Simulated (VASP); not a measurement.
As, 2 atoms in the cell. Symmetry: R-3m, No. 166, trigonal system. Conventional cell: a = 3.588 Å, b = 3.588 Å, c = 15.236 Å, α = 90.00°, β = 90.00°, γ = 120.00°. As (site symmetry 3m) has 3 As at 2.48 Å as nearest neighbours. 

| Item | Value |
| --- | --- |
| Program | VASP 6.6.1 |
| Task | relaxation of cell and atoms |
| Functional | r2SCAN |
| Potentials or basis | VASP PAW PBE potentials, release 64 (As) |
| Cutoff | 600 eV |
| k mesh | 12 × 12 × 10 |
| Occupations | gaussian, width 0.03 eV |
| Spin | no spin polarisation |
| Further INCAR settings | ALGO = Normal; EDIFF = 1e-07; IBRION = 2; EDIFFG = -0.005; NSW = 90; ISIF = 3 |

Potentials or basis: VASP PAW PBE potentials, release 64 (As).

The run is started by

```sh
$ cat potpaw_PBE.64/As/POTCAR > POTCAR
$ mpirun -np 1 vasp_std > vasp.out
```

Hardware: 1 thread of Intel(R) Xeon(R) 6975P-C (Granite Rapids) (shared host).

Problem. Estimate the wall time of this run.

Solution. Wall time 24 min on 1 thread of Intel(R) Xeon(R) 6975P-C (Granite Rapids), on a shared host, peak memory 0.52 GiB. Counts: scf iterations 24, k points 391, ion steps 1.
